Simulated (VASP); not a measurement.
# LiY3: relaxation of cell and atoms with PBE

LiY3:

```
CELL_PARAMETERS angstrom
-2.36719 2.36719 5.32664
2.36719 -2.36719 5.32664
2.36719 2.36719 -5.32664
ATOMIC_POSITIONS crystal
Y 0.50000 0.50000 0.00000
Y 0.25000 0.75000 0.50000
Y 0.75000 0.25000 0.50000
Li 0.00000 0.00000 0.00000
```

The cell comes from a database or a generator and needn't be the stable form of this composition.

```yaml
Program: VASP 6.6.1
Task: relaxation of cell and atoms
Functional: PBE
Potentials_or_basis: VASP PAW PBE potentials, release 64 (Y_sv, Li_sv)
Cutoff: 600 eV
k_mesh: 6 × 6 × 6
Occupations: fermi-dirac, width 0.05 eV
Spin: no spin polarisation
Further_INCAR_settings: ALGO = Normal; EDIFF = 1e-06; IBRION = 2; EDIFFG = -0.01; NSW = 40; ISIF = 3
```

| Item | Value |
| --- | --- |
| Relaxed volume | 29.75 Å³/atom |
| Relaxed cell | a = 6.227 Å, b = 6.227 Å, c = 6.227 Å, α = 134.99°, β = 134.99°, γ = 65.55° |
| Space group after relaxing (to 0.05 Å) | I4/mmm (No. 139) |
| Energy gained by relaxing | 0.4 meV/atom |
| Ionic steps | 8 |
| Pressure after relaxing | 0.0 GPa |
| Band gap on the k mesh | none (metal or under the smearing width) |

Step by step:
| step | energy change (eV) | largest force (eV/Å) | pressure (GPa) | volume (Å³) |
| --- | --- | --- | --- | --- |
| 1 | 0.0000 | 0.0000 | -0.07 | 119.39 |
| 2 | -0.0004 | 0.0000 | -0.01 | 119.15 |
| 3 | -0.0008 | 0.0000 | 0.18 | 118.44 |
| 4 | -0.0011 | 0.0000 | 0.16 | 118.51 |
| 5 | -0.0015 | 0.0000 | 0.10 | 118.70 |
| 6 | -0.0014 | 0.0000 | -0.01 | 119.08 |
| 7 | -0.0016 | 0.0000 | 0.06 | 118.86 |
| 8 | -0.0017 | 0.0000 | 0.03 | 118.99 |

Final structure:
```xyz
4
Lattice="-2.3837 2.3837 5.2356 2.3837 -2.3837 5.2356 2.3837 2.3837 -5.2356" Properties=species:S:1:pos:R:3 pbc="T T T"
Y     0.0000    0.0000    5.2356
Y     2.3837    0.0000    2.6178
Y     0.0000    2.3837    2.6178
Li    2.3837   -2.3837    5.2356
```

Levels at points of the mesh, in eV from the Fermi level:
| k point | band 14 | band 15 | band 16 | band 17 | band 18 | band 19 | band 20 | band 21 | band 22 |
| --- | --- | --- | --- | --- | --- | --- | --- | --- | --- |
| (0.00, 0.00, 0.00) | -4.48 | -1.33 | -1.16 | -0.26 | 0.17 | 0.17 | 0.55 | 1.13 | 1.13 |
| (0.50, 0.00, 0.00) | -2.61 | -1.93 | -0.91 | -0.34 | -0.12 | 0.15 | 0.44 | 1.37 | 1.37 |
| (0.50, 0.50, 0.00) | -1.61 | -1.54 | -1.33 | -0.89 | -0.18 | 0.44 | 0.57 | 0.78 | 0.99 |
| (0.50, 0.50, 0.50) | -3.21 | -2.53 | -1.69 | -0.54 | -0.26 | -0.26 | -0.02 | 1.33 | 2.27 |

Wall time 23 min on 1 thread of Intel(R) Xeon(R) Platinum 8375C CPU @ 2.90GHz (Ice Lake) (shared host), peak memory 0.42 GiB.

Caveat: the cutoff is under 1.25 times the usual one of these potentials, so pressure, stress and relaxed cells hold a basis-set (Pulay) error.
